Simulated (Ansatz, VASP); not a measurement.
BeN in VASP and in Ansatz

```
Be N
1.0
     4.68856    0.00000    0.00000
    -2.34428    4.06041    0.00000
     0.00000    0.00000    6.05207
Be N
4 4
Direct
  0.33333 0.66667 0.25000
  0.66667 0.33333 0.25000
  0.66667 0.33333 0.75000
  0.33333 0.66667 0.75000
  0.33333 0.66667 0.50000
  0.66667 0.33333 0.50000
  0.33333 0.66667 0.00000
  0.66667 0.33333 0.00000
```

Alike in both runs: functional PBE; k mesh 6 × 6 × 4; occupations gaussian, width 0.1 eV; no spin polarisation.

Ansatz relaxed the structure, and its values are those at the end. VASP's run is a single point on that final structure, the one shown.

```csv
,VASP,Ansatz
version,VASP 6.6.1,Ansatz 0.2.0
potentials or method,"VASP PAW PBE potentials, release 64 (Be, N)","scalar-relativistic, plane waves, PAW"
plane-wave cutoff (eV),520,420
valence electrons in the cell,28,28
```

Ansatz gave:

| Quantity | Value |
| --- | --- |
| gap on the k mesh at the Fermi level (eV) | none |
| pressure (GPa) | 0.1 |

Question: Which values does VASP return?

Answer: gap on the k mesh at the Fermi level (eV): none; pressure (GPa): -0.2.

A gap of «none» marks a metal or a gap that the smearing closes.
